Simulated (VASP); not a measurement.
# A VASP study of BaZrO3 (r2SCAN): structure first, properties next, part 3 of 5

How well does r2SCAN reproduce what experiment finds for BaZrO3? The cell is relaxed first, and properties follow on it. Left out of this account: at least 1 further run (optics: it repeats an earlier run and gave the same numbers). The start is a cell from a database of measured crystal structures.

VASP 6.6.1; r2SCAN; plane waves and PAW (Ba_sv, Zr_sv, O).

So far, gap on the k-mesh (eV): step 2 (relaxing cell and atoms (r2SCAN)) 3.66. The relaxed cell has a = 4.214 Å (conventional setting).

## (5) Bands along the symmetry lines (r2SCAN)

Levels along the symmetry lines show where the bands peak and cross; KPOINTS_OPT computes them in the converged potential.

INCAR

```
SYSTEM = BaZrO3
PREC = Accurate
ENCUT = 520
EDIFF = 1E-06
NELM = 100
ISMEAR = 0
SIGMA = 0.05
LREAL = .FALSE.
ALGO = Normal
METAGGA = R2SCAN
LASPH = .TRUE.
NBANDS = 35
LORBIT = 11
LWAVE = .FALSE.
LCHARG = .FALSE.
KPAR = 4
```

POSCAR

```
BaZrO3
1.0
    4.2138674132      0.0000000000      0.0000000000
    0.0000000000      4.2138674132      0.0000000000
    0.0000000000      0.0000000000      4.2138674132
Ba Zr O
1 1 3
Direct
    0.0000000000      0.0000000000      0.0000000000
    0.5000000000      0.5000000000      0.5000000000
    0.0000000000      0.5000000000      0.5000000000
    0.5000000000      0.0000000000      0.5000000000
    0.5000000000      0.5000000000      0.0000000000
```

KPOINTS

```
Automatic mesh
0
Gamma
6 6 6
0 0 0
```

KPOINTS_OPT

```
Line mode
16
Line-mode
Reciprocal
  0.00000000   0.00000000   0.00000000 GAMMA
  0.00000000   0.50000000   0.00000000 X

  0.00000000   0.50000000   0.00000000 X
  0.50000000   0.50000000   0.00000000 M

  0.50000000   0.50000000   0.00000000 M
  0.00000000   0.00000000   0.00000000 GAMMA

  0.00000000   0.00000000   0.00000000 GAMMA
  0.50000000   0.50000000   0.50000000 R

  0.50000000   0.50000000   0.50000000 R
  0.00000000   0.50000000   0.00000000 X

  0.50000000   0.50000000   0.00000000 M
  0.50000000   0.50000000   0.50000000 R
```

PAW data sets: Ba_sv, Zr_sv and O (PBE family, release 64).

Command:

```console
$ mpirun -np 4 vasp_std
```

Output:

```text
[... set-up lines as in an earlier step ...]
 entering main loop
       N       E                     dE             d eps       ncg     rms          rms(c)
DAV:   1     0.239410818071E+03    0.23941E+03   -0.21652E+04  1400   0.115E+03
DAV:   2    -0.853685459195E+02   -0.32478E+03   -0.30902E+03  1690   0.308E+02
DAV:   3    -0.106654241340E+03   -0.21286E+02   -0.21087E+02  2242   0.681E+01
DAV:   4    -0.107240473280E+03   -0.58623E+00   -0.58154E+00  2005   0.858E+00
DAV:   5    -0.107247446489E+03   -0.69732E-02   -0.69724E-02  1761   0.886E-01    0.288E+01
DAV:   6    -0.847310479787E+02    0.22516E+02   -0.14403E+01  1791   0.279E+01    0.853E+00
DAV:   7    -0.850658948772E+02   -0.33485E+00   -0.11888E+00  1688   0.636E+00    0.607E+00
DAV:   8    -0.851427165954E+02   -0.76822E-01   -0.48823E-01  1483   0.429E+00    0.138E+00
DAV:   9    -0.851065134197E+02    0.36203E-01   -0.10566E-01  1654   0.174E+00    0.487E-01
DAV:  10    -0.851069422078E+02   -0.42879E-03   -0.64869E-03  1618   0.548E-01    0.193E-01
DAV:  11    -0.851074493862E+02   -0.50718E-03   -0.20411E-03  1801   0.261E-01    0.890E-02
DAV:  12    -0.851073995989E+02    0.49787E-04   -0.10718E-04  1660   0.620E-02    0.523E-02
DAV:  13    -0.851074100927E+02   -0.10494E-04   -0.27777E-05  1698   0.378E-02    0.122E-02
DAV:  14    -0.851074099344E+02    0.15834E-06   -0.21557E-06  1572   0.928E-03
   1 F= -.85107410E+02 E0= -.85107410E+02  d E =-.591732E-11
 Start KPOINTS_OPT (optional k-point list driver)
k-point batch [1-20\96]
       N       E                     dE             ncg
DAV:   1    -0.645672815232E+03   -0.12414E+05     1400
DAV:   2    -0.687090437091E+04   -0.62252E+04     1739
DAV:   3    -0.723946499355E+04   -0.36856E+03     2106
DAV:   4    -0.724635985744E+04   -0.68949E+01     1937
DAV:   5    -0.724646718577E+04   -0.10733E+00     1874
DAV:   6    -0.724646822407E+04   -0.10383E-02     1799
DAV:   7    -0.724646823916E+04   -0.15087E-04     1770
DAV:   8    -0.724646823966E+04   -0.49901E-06     1261
[...]
k-point batch [81-96\96]
       N       E                     dE             ncg
DAV:   1     0.303310092784E+04   -0.22175E+05     1120
DAV:   2    -0.207522896843E+04   -0.51083E+04     1360
DAV:   3    -0.241048645650E+04   -0.33526E+03     1887
DAV:   4    -0.241765619505E+04   -0.71697E+01     1444
DAV:   5    -0.241783707290E+04   -0.18088E+00     1582
DAV:   6    -0.241783805729E+04   -0.98439E-03     1404
DAV:   7    -0.241783807701E+04   -0.19716E-04     1523
DAV:   8    -0.241783807713E+04   -0.12238E-06      943
```

Wall time 42 s (4 MPI ranks of Intel Xeon 6975P-C (Granite Rapids), shared host); peak memory 0.96 GiB; 2.7 min of CPU time.

OUTCAR, selected parts (step 5):

```text
   k-points           NKPTS =     20   k-points in BZ     NKDIM =     20   number of bands    NBANDS=     35

   NELECT =      40.0000    total number of electrons

 E-fermi :   3.5839

 k-point     1 :       0.0000    0.0000    0.0000
  band No.  band energies     occupation
    ...
     16       2.3814      2.00000
     17       2.3814      2.00000
     18       3.1100      2.00000
     19       3.1100      2.00000
     20       3.1100      2.00000
     21       7.0345      0.00000
     22       7.0345      0.00000
     23       7.0345      0.00000
     24       8.5167      0.00000
     25       8.5167      0.00000
    ...

  Total       -0.0018535     -0.0018535     -0.0018535     -0.0000000     -0.0000000      0.0000000
  in kB       -0.0396879     -0.0396879     -0.0396879     -0.0000000     -0.0000000      0.0000000
  external PRESSURE =      -0.0396879 kB  Pullay stress =       0.0000000 kB

  FREE ENERGIE OF THE ION-ELECTRON SYSTEM (eV)
  ---------------------------------------------------
  free  energy   TOTEN  =       -85.1074099344 eV

  energy  without entropy=      -85.1074099344  energy(sigma->0) =      -85.10740993

[... 8 parts as in an earlier step ...]

[... 9 further parts left out ...]
```

This step gave:

- bands: 35
- Fermi energy: 3.584 eV
- pressure: -0.003969 GPa
- least gap on mesh and path: 3.663 eV
- least direct gap on mesh and path: 3.924 eV

Electronic bands along the path, in eV, zero at the valence-band top; v1 is the highest filled band, c1 the lowest empty one:

```tsv
point	v4	v3	v2	v1	c1	c2	c3	c4
Γ	-0.99	-0.26	-0.26	-0.26	3.66	3.66	3.66	5.15
0.53 of the way	-1.38	-1.33	-0.43	-0.43	3.88	4.95	4.95	6.09
X	-1.71	-1.64	-0.51	-0.51	4.09	6.12	6.12	6.91
0.47 of the way	-1.35	-1.12	-0.72	-0.51	4.99	6.09	6.28	7.54
M	-0.94	-0.94	-0.86	-0.07	6.09	6.09	6.89	7.04
0.47 of the way	-1.41	-0.99	-0.65	-0.49	5.07	5.09	5.43	7.02
Γ	-0.99	-0.26	-0.26	-0.26	3.66	3.66	3.66	5.15
0.53 of the way	-2.22	-0.68	-0.68	-0.47	5.60	5.60	5.88	7.67
R	-2.55	0.00	0.00	0.00	6.56	6.56	6.56	7.40
0.47 of the way	-2.11	-0.75	-0.50	-0.36	5.84	6.37	6.58	7.66
X	-1.71	-1.64	-0.51	-0.51	4.09	6.12	6.12	6.91
jump to M	-0.94	-0.94	-0.86	-0.07	6.09	6.09	6.89	7.04
0.47 of the way	-2.24	-0.54	-0.54	-0.04	6.41	6.41	6.88	7.17
R	-2.55	0.00	0.00	0.00	6.56	6.56	6.56	7.40
```

Of the projections kept (Ba, Zr, O), the largest for each band there, as a share of the weight inside these atoms' spheres; weight between the spheres isn't counted:

```tsv
point	v4	v3	v2	v1	c1	c2	c3	c4
Γ	O 1.00	O 0.96	O 0.96	O 0.96	Zr 0.89	Zr 0.89	Zr 0.89	Ba 0.94
X	O 0.79	O 0.90	O 0.94	O 0.94	Zr 1.00	Zr 0.80	Zr 0.80	Ba 0.71
M	O 0.92	O 0.92	O 0.90	O 0.98	Zr 0.74	Zr 0.74	Zr 0.68	Ba 0.67
Γ	O 1.00	O 0.96	O 0.96	O 0.96	Zr 0.89	Zr 0.89	Zr 0.89	Ba 0.94
R	O 0.67	O 1.00	O 1.00	O 1.00	Ba 0.89	Ba 0.89	Ba 0.89	Zr 0.80
X	O 0.79	O 0.90	O 0.94	O 0.94	Zr 1.00	Zr 0.80	Zr 0.80	Ba 0.71
```

The path finds the gap of the mesh within 0.02 eV, so the mesh comes close to both band edges.

## (6) Density of states (r2SCAN)

Here the states are counted by energy and projected on the atoms. The mesh is finer than in the run before.

INCAR: that of step 5 with these lines changed.

```diff
@@ -5,3 +5,3 @@
 NELM = 100
-ISMEAR = 0
+ISMEAR = -5
 SIGMA = 0.05
@@ -16 +16,2 @@
 KPAR = 4
+NEDOS = 2001
```

POSCAR is that of step 5.

KPOINTS

```
Automatic mesh
0
Gamma
9 9 9
0 0 0
```

Command:

```console
$ mpirun -np 4 vasp_std
```

Output:

```text
[... set-up lines as in an earlier step ...]
 entering main loop
       N       E                     dE             d eps       ncg     rms          rms(c)
DAV:   1     0.236082798110E+03    0.23608E+03   -0.21546E+04  2450   0.115E+03
DAV:   2    -0.854552706601E+02   -0.32154E+03   -0.30773E+03  2935   0.308E+02
DAV:   3    -0.106594125200E+03   -0.21139E+02   -0.20927E+02  3917   0.679E+01
DAV:   4    -0.107240735560E+03   -0.64661E+00   -0.64238E+00  3430   0.905E+00
DAV:   5    -0.107247663655E+03   -0.69281E-02   -0.69270E-02  3226   0.903E-01    0.288E+01
DAV:   6    -0.847321080737E+02    0.22516E+02   -0.14704E+01  3143   0.280E+01    0.853E+00
DAV:   7    -0.850662315380E+02   -0.33412E+00   -0.11897E+00  2996   0.638E+00    0.607E+00
DAV:   8    -0.851436257896E+02   -0.77394E-01   -0.49009E-01  2660   0.429E+00    0.139E+00
DAV:   9    -0.851068692819E+02    0.36757E-01   -0.10708E-01  2851   0.176E+00    0.487E-01
DAV:  10    -0.851072918085E+02   -0.42253E-03   -0.65679E-03  2828   0.555E-01    0.197E-01
DAV:  11    -0.851078100142E+02   -0.51821E-03   -0.19831E-03  3240   0.259E-01    0.896E-02
DAV:  12    -0.851077607751E+02    0.49239E-04   -0.10641E-04  2913   0.617E-02    0.528E-02
DAV:  13    -0.851077715270E+02   -0.10752E-04   -0.27161E-05  2919   0.378E-02    0.119E-02
DAV:  14    -0.851077714513E+02    0.75762E-07   -0.23053E-06  2813   0.919E-03
   1 F= -.85107771E+02 E0= -.85107771E+02  d E =0.000000E+00
```

Elapsed: 26 s, on 4 MPI ranks; peak memory 0.95 GiB.

From OUTCAR (step 6):

```text
   k-points           NKPTS =     35   k-points in BZ     NKDIM =     35   number of bands    NBANDS=     35

   NELECT =      40.0000    total number of electrons

 E-fermi :   3.3420

 k-point     1 :       0.0000    0.0000    0.0000
  band No.  band energies     occupation
    ...
     16       2.3813      2.00000
     17       2.3813      2.00000
     18       3.1099      2.00000
     19       3.1099      2.00000
     20       3.1099      2.00000
     21       7.0346      0.00000
     22       7.0346      0.00000
     23       7.0346      0.00000
     24       8.5166      0.00000
     25       8.5166      0.00000
    ...

  Total       -0.0025991     -0.0025991     -0.0025991      0.0000000      0.0000000     -0.0000000
  in kB       -0.0556536     -0.0556536     -0.0556536      0.0000000      0.0000000     -0.0000000
  external PRESSURE =      -0.0556536 kB  Pullay stress =       0.0000000 kB

  FREE ENERGIE OF THE ION-ELECTRON SYSTEM (eV)
  ---------------------------------------------------
  free  energy   TOTEN  =       -85.1077714513 eV

  energy  without entropy=      -85.1077714513  energy(sigma->0) =      -85.10777145

[... 7 parts as in an earlier step ...]

[... 10 further parts left out ...]
```

This step gave:

```yaml
irreducible_k_points: 35
free_energy_toten: -85.1078 eV
fermi_energy: 3.342 eV
pressure: -0.005565 GPa
valence_top_at_k: 0.4444, 0.4444, 0.4444
gap_on_the_k_mesh: 3.697 eV
```

The density of states has structure finer than the step of the table below, so its rows give means over 1 eV, whole bins alone (the curve runs from -12.0 to 7.81 eV). Peaks (eV: height): total -10.8: 17.6, -3.6: 6.20, -2.3: 8.64, -0.8: 9.20; O p -3.6: 3.30, -2.3: 4.42, -0.8: 6.09, -0.5: 6.08; Zr d -3.6: 1.32, -2.3: 0.821, 6.1: 3.40; Ba d 6.8: 0.787, 7.5: 1.67; Ba p -10.8: 15.7.

States under -12.0 eV and over 7.8 eV are left out. Table of density of states by energy, zero at the valence-band top; means over each step; values in states/eV/cell:

```tsv
energy (eV)	total	O p	Zr d	Ba d	Ba p	Zr s	O s
-11	5.69	0.0403	0.00793	7.3e-4	5.08	2.0e-4	0.0808
-10	0.300	6.1e-4	2.4e-4	1.2e-5	0.273	2.9e-5	0.00654
-9	0	0	0	0	0	0	0
-8	0	0	0	0	0	0	0
-7	0	0	0	0	0	0	0
-6	0	0	0	0	0	0	0
-5	0	0	0	0	0	0	0
-4	1.04	0.551	0.223	0.00330	0.00187	0.0368	8.2e-4
-3	3.47	1.76	0.450	0.0317	0.0446	0.0795	0.00786
-2	5.91	3.15	0.428	0.119	0.129	0.0317	0.00819
-1	5.74	3.71	0.0831	0.0631	0.0639	0.0183	0.0130
0	1.82	1.27	0.00827	0.0155	0.00887	9.9e-5	0.00129
1	0	0	0	0	0	0	0
2	0	0	0	0	0	0	0
3	0	0	0	0	0	0	0
4	0.541	0.0205	0.344	0.0258	1.5e-4	0	2.3e-4
5	1.58	0.136	0.941	0.0928	0.00140	8.2e-5	0.00356
6	3.64	0.435	1.83	0.436	0.00706	2.6e-4	0.0240
7	2.51	0.247	0.477	0.867	0.00775	0.00720	0.0674
```

The gap on this mesh is 3.70 eV. In the top eV of the valence band the largest shares in the PAW spheres are O p 67 %. The rest lies in smaller channels or between the spheres.

(Continued in part 4 of 5.)

[Lines on the potential files, build, host, timing and source positions are cut from VASP's logs without a mark.]

[Logs are printed without paths, hosts, clocks, repeated set-up lines and the standing remarks that a program may print on its own settings, such as how far it seeks lower states.]

[Hosts, paths, dates, database ids (printed as entryN), source tags and the programs' standing remarks are cut or masked in the printed files.]

[A measured line is paired with the nearest computed mode of its activity, which favours agreement.]

[In band tables of VASP the shares of atoms and orbitals are scaled to a sum of 1 inside the atoms' spheres.]
